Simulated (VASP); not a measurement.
Here is a VASP 6.6.1 calculation.

INCAR

```
  PREC = Accurate
  ENCUT = 600
  EDIFF = 1E-7
  ISMEAR = 0
  SIGMA = 0.03
  LREAL = F
  LASPH = T
  NELM = 150
  ALGO = Normal
  ISIF = 3
  LWAVE = F
  LCHARG = F
  ISPIN = 2
  MAGMOM = 2 -2 0 0
  LORBIT = 11
  LMAXMIX = 4
  GGA = PE
  IBRION = 2
  NSW = 90
  EDIFFG = -0.005
  AMIX = 0.2
  BMIX = 1E-4
  AMIX_MAG = 0.8
  BMIX_MAG = 1E-4
```

File KPOINTS:

```
Automatic mesh
0
Gamma
  10 10 8
```

Contents of POSCAR:

```
NiO                                     
1.0
    0.0000000000      2.1062608646     -2.1062608646
    0.0000000000      2.1062608646      2.1062608646
    4.2138135174     -0.0000000000      0.0000000000
  Ni              O             
     2     2
Direct
     0.0000000000000000    0.0000000000000000    0.0000000000000000
     0.5000000000000000    0.5000000000000000    0.5000000000000000
     0.0000000000000000    0.0000000000000000    0.5000000000000000
     0.5000000000000000    0.5000000000000000    0.0000000000000000
```

Potentials or basis: VASP PAW PBE potentials, release 64 (Ni, O).

Launch:

```bash
$ cat potpaw_PBE.64/Ni/POTCAR potpaw_PBE.64/O/POTCAR > POTCAR
$ mpirun -np 1 vasp_std > vasp.out
```

(1) What does it give for the band gap on the k mesh?

(2) Estimate the relaxed volume.

Answers

(1) none (metal or under the smearing width).

(2) 9.34 Å³/atom.

Caveat: semilocal functionals often make such compounds metallic where correlation or magnetic order opens a gap, which also shifts bond lengths.
